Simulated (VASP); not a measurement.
These are PBE GGA with D3 dispersion (zero damping), VASP's PBE PAW potentials (set 64) (plane waves; VASP) values and carry that method's errors.

VASP input:

File POSCAR:
```
NaCl
1
   -0.0000000000     2.8225212137     2.8225212137
    2.8225212137    -0.0000000000     2.8225212137
    2.8225212137     2.8225212137     0.0000000000
Na Cl
1 1
Direct
  0.0000000000   0.0000000000   1.0000000000
  0.5000000000   0.5000000000   0.5000000000
```

**INCAR**
```
! general
SYSTEM = NaCl
PREC   = Accurate
ENCUT  = 520
LREAL  = .FALSE.
LASPH  = .TRUE.

! electronic loop
EDIFF  = 1E-7
NELM   = 100
ALGO   = Normal

! smearing
ISMEAR = -5

! functional
GGA    = PE
IVDW   = 11

! ions
ISIF   = 2

! output
LWAVE  = .FALSE.
LCHARG = .TRUE.
LORBIT = 11
NEDOS  = 601
```

File KPOINTS:
```
Automatic mesh
0
G
 9 9 9
0 0 0
```

POTCAR, in this order: Na_pv Cl (PBE.64 set). Program: vasp_std.

Output

OSZICAR:
```
       N       E                     dE             d eps       ncg     rms          rms(c)
DAV:   1     0.919398410607E+02    0.91940E+02   -0.73306E+03   786   0.127E+03
DAV:   2     0.123652231226E+01   -0.90703E+02   -0.84180E+02   877   0.270E+02
DAV:   3    -0.680062853732E+01   -0.80372E+01   -0.79836E+01   923   0.806E+01
DAV:   4    -0.696973607076E+01   -0.16911E+00   -0.16884E+00   871   0.131E+01
DAV:   5    -0.697381461332E+01   -0.40785E-02   -0.40783E-02  1031   0.196E+00    0.215E+00
DAV:   6    -0.678110966232E+01    0.19270E+00   -0.38897E-01   878   0.419E+00    0.162E+00
DAV:   7    -0.676945369110E+01    0.11656E-01   -0.91830E-02   924   0.205E+00    0.109E+00
DAV:   8    -0.677516294548E+01   -0.57093E-02   -0.97137E-03   794   0.106E+00    0.249E-01
DAV:   9    -0.677510322196E+01    0.59724E-04   -0.19670E-04   956   0.139E-01    0.134E-01
DAV:  10    -0.677524911339E+01   -0.14589E-03   -0.31503E-04   803   0.162E-01    0.493E-02
DAV:  11    -0.677524147959E+01    0.76338E-05   -0.19184E-05   914   0.447E-02    0.906E-03
DAV:  12    -0.677524189701E+01   -0.41742E-06   -0.15503E-06   815   0.138E-02    0.139E-03
DAV:  13    -0.677524232645E+01   -0.42944E-06   -0.25951E-07   824   0.393E-03    0.238E-03
DAV:  14    -0.677524216411E+01    0.16234E-06   -0.38213E-08   544   0.124E-03    0.361E-04
DAV:  15    -0.677524216593E+01   -0.18158E-08   -0.19795E-09   439   0.550E-04
   1 F= -.71824175E+01 E0= -.71824175E+01  d E =0.000000E+00
```

**OUTCAR**
```
------------------------ aborting loop because EDIFF is reached ----------------------------------------
 Edisp (eV)   -0.40718
  FORCE on cell =-STRESS in cart. coord.  units (eV):
  Direction    XX          YY          ZZ          XY          YZ          ZX
  --------------------------------------------------------------------------------------
  Total       0.01869     0.01869     0.01869     0.00000    -0.00000     0.00000
  in kB       0.66599     0.66599     0.66599     0.00000    -0.00000     0.00000
  external pressure =        0.67 kB  Pullay stress =        0.00 kB
  volume of cell :       44.97
      direct lattice vectors                 reciprocal lattice vectors
     0.000000000  2.822521214  2.822521214    -0.177146587  0.177146587  0.177146587
     2.822521214  0.000000000  2.822521214     0.177146587 -0.177146587  0.177146587
     2.822521214  2.822521214  0.000000000     0.177146587  0.177146587 -0.177146587
  FREE ENERGIE OF THE ION-ELECTRON SYSTEM (eV)
  ---------------------------------------------------
  free  energy   TOTEN  =        -7.1824175438 eV

  energy  without entropy=       -7.1824175438  energy(sigma->0) =       -7.18241754

 total charge

# of ion       s       p       d       tot
------------------------------------------
    1        0.042   5.978   0.000   6.021
    2        1.588   3.585   0.000   5.173
--------------------------------------------------
tot          1.630   9.563   0.000  11.193
```
(Selected blocks of OUTCAR.)

File OUTCAR:
```
 val. band max:       -0.7472671313   @ k =   0.0000   0.0000   0.0000

 cond. band min:       4.3499360372   @ k =   0.0000   0.0000   0.0000


 Fermi energy:        -0.7015830565

 k-point     1 :       0.0000    0.0000    0.0000
  band No.  band energies     occupation
      1     -21.5704      2.00000
      2     -21.5704      2.00000
      3     -21.5704      2.00000
      4     -13.3999      2.00000
      5      -0.7473      2.00000
      6      -0.7473      2.00000
      7      -0.7473      2.00000
      8       4.3499      0.00000
      9      10.3707      0.00000
     10      10.3707      0.00000
     11      10.3707      0.00000

 k-point     2 :       0.1111    0.0000    0.0000
  band No.  band energies     occupation
      1     -21.5738      2.00000
      2     -21.5706      2.00000
      3     -21.5706      2.00000
      4     -13.3627      2.00000
      5      -1.0443      2.00000
      6      -0.7796      2.00000
      7      -0.7796      2.00000
      8       4.7497      0.00000
      9       9.9164      0.00000
     10      10.5284      0.00000
     11      10.5284      0.00000

 k-point     3 :       0.2222    0.0000    0.0000
  band No.  band energies     occupation
      1     -21.5824      2.00000
      2     -21.5713      2.00000
      3     -21.5713      2.00000
      4     -13.2664      2.00000
      5      -1.6753      2.00000
      6      -0.8593      2.00000
      7      -0.8593      2.00000
      8       5.6097      0.00000
      9       9.3305      0.00000
     10      10.6799      0.00000
     11      10.6799      0.00000

 k-point     4 :       0.3333    0.0000    0.0000
  band No.  band energies     occupation
      1     -21.5920      2.00000
      2     -21.5720      2.00000
      3     -21.5720      2.00000
      4     -13.1530      2.00000
      5      -2.2706      2.00000
      6      -0.9466      2.00000
      7      -0.9466      2.00000
      8       6.2922      0.00000
      9       9.3239      0.00000
...
```

The compound is NaCl in the rock salt structure. It was relaxed first.
